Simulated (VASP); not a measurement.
Output of a VASP run:

### OSZICAR
```
       N       E                     dE             d eps       ncg     rms          rms(c)
DAV:   1     0.632409577590E+02    0.63241E+02   -0.83729E+03  1168   0.122E+03
DAV:   2    -0.359230080892E+02   -0.99164E+02   -0.90842E+02  1764   0.265E+02
DAV:   3    -0.399977036243E+02   -0.40747E+01   -0.40522E+01  1460   0.565E+01
DAV:   4    -0.400401211614E+02   -0.42418E-01   -0.42384E-01  1436   0.635E+00
DAV:   5    -0.400407532324E+02   -0.63207E-03   -0.63191E-03  1456   0.766E-01    0.110E+01
DAV:   6    -0.369656260846E+02    0.30751E+01   -0.76144E+00  1336   0.224E+01    0.507E+00
DAV:   7    -0.366609398726E+02    0.30469E+00   -0.45084E-01  1448   0.584E+00    0.308E+00
DAV:   8    -0.365720215290E+02    0.88918E-01   -0.27415E-01  1384   0.400E+00    0.388E-01
DAV:   9    -0.365694184744E+02    0.26031E-02   -0.10809E-02  1376   0.925E-01    0.170E-01
DAV:  10    -0.365701924738E+02   -0.77400E-03   -0.10419E-03  1396   0.275E-01    0.356E-02
DAV:  11    -0.365702912770E+02   -0.98803E-04   -0.14016E-04  1464   0.104E-01    0.227E-02
DAV:  12    -0.365702920668E+02   -0.78984E-06   -0.36147E-05  1388   0.516E-02    0.298E-03
DAV:  13    -0.365702922900E+02   -0.22316E-06   -0.11862E-06  1024   0.104E-02
   1 F= -.36570292E+02 E0= -.36570292E+02  d E =-.365703E+02
       N       E                     dE             d eps       ncg     rms          rms(c)
DAV:   1    -0.365703412517E+02   -0.49185E-04   -0.23240E-03  1324   0.521E-01    0.634E-02
DAV:   2    -0.365702677073E+02    0.73544E-04   -0.17867E-04  1404   0.125E-01    0.200E-02
DAV:   3    -0.365702642002E+02    0.35072E-05   -0.19062E-05  1372   0.365E-02    0.723E-03
DAV:   4    -0.365702631062E+02    0.10940E-05   -0.11582E-06   868   0.107E-02    0.363E-03
DAV:   5    -0.365702626767E+02    0.42947E-06   -0.22530E-07   712   0.581E-03
   2 F= -.36570263E+02 E0= -.36570263E+02  d E =0.296133E-04
       N       E                     dE             d eps       ncg     rms          rms(c)
DAV:   1    -0.365703359031E+02   -0.72797E-04   -0.94421E-04  1304   0.332E-01    0.410E-02
DAV:   2    -0.365703063701E+02    0.29533E-04   -0.73693E-05  1424   0.800E-02    0.131E-02
DAV:   3    -0.365703053610E+02    0.10091E-05   -0.78205E-06  1332   0.234E-02    0.453E-03
DAV:   4    -0.365703051677E+02    0.19331E-06   -0.48387E-07   724   0.691E-03
   3 F= -.36570305E+02 E0= -.36570305E+02  d E =-.128777E-04
```

### OUTCAR
```
------------------------ aborting loop because EDIFF is reached ----------------------------------------
  FORCE on cell =-STRESS in cart. coord.  units (eV):
  Direction    XX          YY          ZZ          XY          YZ          ZX
  --------------------------------------------------------------------------------------
  Total       -0.0061244     -0.0061244      0.0185391     -0.0000000      0.0000000      0.0000000
  in kB       -0.2616138     -0.2616137      0.7919291     -0.0000000      0.0000000      0.0000000
  external PRESSURE =       0.0895672 kB  Pullay stress =       0.0000000 kB
  volume of cell :       37.51
      direct lattice vectors                 reciprocal lattice vectors
     2.505649436  0.000000000  0.000000000     0.399098128  0.230419426  0.000000000
    -1.252824718  2.169955930 -0.000000000     0.000000000  0.460838852  0.000000000
     0.000000000 -0.000000000  6.898299554     0.000000000  0.000000000  0.144963261
  FREE ENERGIE OF THE ION-ELECTRON SYSTEM (eV)
  ---------------------------------------------------
  free  energy   TOTEN  =       -36.5703051677 eV

  energy  without entropy=      -36.5703051677  energy(sigma->0) =      -36.57030517

 reached required accuracy - stopping structural energy minimisation
```
(Selected blocks of OUTCAR.)

File POSCAR:
```
BN
1
    2.5050534060     0.0000000000    -0.0000000000
   -1.2525267030     2.1694397533     0.0000000000
    0.0000000000     0.0000000000     6.8976166350
B N
2 2
Direct
  0.3333330000   0.6666670000   0.2500000000
  0.6666670000   0.3333330000   0.7500000000
  0.6666670000   0.3333330000   0.2500000000
  0.3333330000   0.6666670000   0.7500000000
```

Task: Write an INCAR and KPOINTS that could have produced this output.

Result: Several could match; the one computed here: the input of the run itself, PBEsol GGA, plane waves, VASP's PBE PAW potentials (set 64).

### INCAR
```
ISIF  =  3   ! ions, shape and volume
LWAVE  =  .FALSE.
ALGO  =  Normal   ! blocked Davidson
EDIFF  =  1E-6
SYSTEM  =  BN
ENCUT  =  520
PREC  =  Accurate
LASPH  =  .TRUE.
EDIFFG  =  -0.01
LCHARG  =  .FALSE.
GGA  =  PS
ISMEAR  =  0   ! Gaussian
NSW  =  60   ! most ionic steps
LREAL  =  .FALSE.   ! projection in real space or not
SIGMA  =  0.05
IBRION  =  2
NELM  =  100   ! most electronic steps
```

**KPOINTS**
```
Automatic mesh
0
Gamma
11 11 4
0 0 0
```

POTCAR, in this order: B N (PBE.64 set). Program: vasp_std.

Without a dispersion term in the relaxation, distances and binding between the weakly bound layers, chains or molecules are unreliable, and so is what depends on them.

The structure was generated: BN was put into the layered h-BN type type (P6_3/mmc), which need not be its known phase. This run relaxes it. Symmetry was kept, so distortions that lower it aren't found. The start is the result of an earlier pass.
